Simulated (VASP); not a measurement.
Calculation: PBEsol GGA, VASP's PBE PAW potentials (set 64) (plane waves; VASP).

A VASP calculation is set up with these files.

KPOINTS:
```
Automatic mesh
0
Gamma
11 11 7
0 0 0
```

File POSCAR:
```
PtSe2
1
    1.8798477652    -3.2559920895     0.0000000000
    1.8798477652     3.2559920895    -0.0000000000
   -0.0000000000    -0.0000000000     4.8609730028
Pt Se
1 2
Direct
  0.0000000000   0.0000000000   0.0000000000
  0.3333330000   0.6666670000   0.2612697859
  0.6666670000   0.3333330000   0.7387302141
```

**INCAR**
```
! general
SYSTEM  = PtSe2
PREC    = Accurate
ENCUT   = 520   ! plane-wave cut-off (eV)
LREAL   = .FALSE.   ! projection in real space or not
LASPH   = .TRUE.

! electronic loop
EDIFF   = 1E-7
NELM    = 100
ALGO    = Normal
LMAXMIX = 6

! smearing
ISMEAR  = -5

! functional
GGA     = PS   ! PBEsol

! ions
ISIF    = 2   ! forces and stress, cell fixed

! output
LWAVE   = .FALSE.
LCHARG  = .TRUE.
LORBIT  = 11
NEDOS   = 601

! other
LEFG    = .TRUE.
```

POTCAR, in this order: Pt Se (PBE.64 set). Program: vasp_std.

Output

OSZICAR:
```
       N       E                     dE             d eps       ncg     rms          rms(c)
DAV:   1     0.115922232454E+03    0.11592E+03   -0.10373E+04  2860   0.130E+03
DAV:   2    -0.117403681578E+02   -0.12766E+03   -0.12531E+03  3626   0.239E+02
DAV:   3    -0.166982602173E+02   -0.49579E+01   -0.49372E+01  3499   0.500E+01
DAV:   4    -0.167353746382E+02   -0.37114E-01   -0.37199E-01  3359   0.475E+00
DAV:   5    -0.167357886064E+02   -0.41397E-03   -0.41454E-03  3597   0.471E-01    0.130E+01
DAV:   6    -0.161532556746E+02    0.58253E+00   -0.53767E+00  2862   0.225E+01    0.772E+00
DAV:   7    -0.159339381031E+02    0.21932E+00   -0.99712E-01  2855   0.107E+01    0.377E+00
DAV:   8    -0.159091429358E+02    0.24795E-01   -0.73539E-02  3086   0.199E+00    0.864E-01
DAV:   9    -0.159065459450E+02    0.25970E-02   -0.97340E-03  3156   0.103E+00    0.202E-01
DAV:  10    -0.159065958324E+02   -0.49887E-04   -0.12802E-03  3205   0.272E-01    0.389E-02
DAV:  11    -0.159066625495E+02   -0.66717E-04   -0.54500E-05  3485   0.745E-02    0.205E-02
DAV:  12    -0.159066428284E+02    0.19721E-04   -0.53007E-06  2995   0.194E-02    0.381E-03
DAV:  13    -0.159066374921E+02    0.53363E-05   -0.72329E-07  3667   0.675E-03    0.121E-03
DAV:  14    -0.159066359438E+02    0.15483E-05   -0.63409E-08  1585   0.214E-03    0.442E-04
DAV:  15    -0.159066357974E+02    0.14637E-06   -0.95922E-09  1487   0.721E-04    0.125E-04
DAV:  16    -0.159066358315E+02   -0.34065E-07   -0.12778E-09  1466   0.282E-04
   1 F= -.15906636E+02 E0= -.15906636E+02  d E =0.000000E+00
```

**OUTCAR**
```
------------------------ aborting loop because EDIFF is reached ----------------------------------------
  FORCE on cell =-STRESS in cart. coord.  units (eV):
  Direction    XX          YY          ZZ          XY          YZ          ZX
  --------------------------------------------------------------------------------------
  Total        0.0080740      0.0080740      0.0040468      0.0000000      0.0000000      0.0000000
  in kB        0.2173901      0.2173901      0.1089600      0.0000000      0.0000000      0.0000000
  external PRESSURE =       0.1812467 kB  Pullay stress =       0.0000000 kB
  volume of cell :       59.51
      direct lattice vectors                 reciprocal lattice vectors
     1.879847765 -3.255992089  0.000000000     0.265978985 -0.153563027  0.000000000
     1.879847765  3.255992089  0.000000000     0.265978985  0.153563027  0.000000000
     0.000000000  0.000000000  4.860973003     0.000000000  0.000000000  0.205720130
 POSITION                                       TOTAL-FORCE (eV/Angst)
 -----------------------------------------------------------------------------------
      0.00000      0.00000      0.00000        -0.000000      0.000000      0.000000
      1.87985      1.08533      1.27003         0.000000      0.000000     -0.013126
      1.87985     -1.08533      3.59095        -0.000000      0.000000      0.013126
 -----------------------------------------------------------------------------------
    total drift:                                0.000000     -0.000000      0.000000
  FREE ENERGIE OF THE ION-ELECTRON SYSTEM (eV)
  ---------------------------------------------------
  free  energy   TOTEN  =       -15.9066358315 eV

  energy  without entropy=      -15.9066358315  energy(sigma->0) =      -15.90663583

 total charge

# of ion       s       p       d       tot
------------------------------------------
    1        0.675   0.689   8.030   9.394
    2        1.488   2.210   0.071   3.770
    3        1.488   2.210   0.071   3.770
--------------------------------------------------
tot          3.651   5.109   8.173  16.933
```
(Selected blocks of OUTCAR.)

Without a dispersion term in the relaxation, distances and binding between the weakly bound layers, chains or molecules are unreliable, and so is what depends on them. For a metal the tetrahedron method with Blöchl corrections gives inexact stress and forces.

The compound is PtSe2 in the 1T layered structure. It was relaxed first.
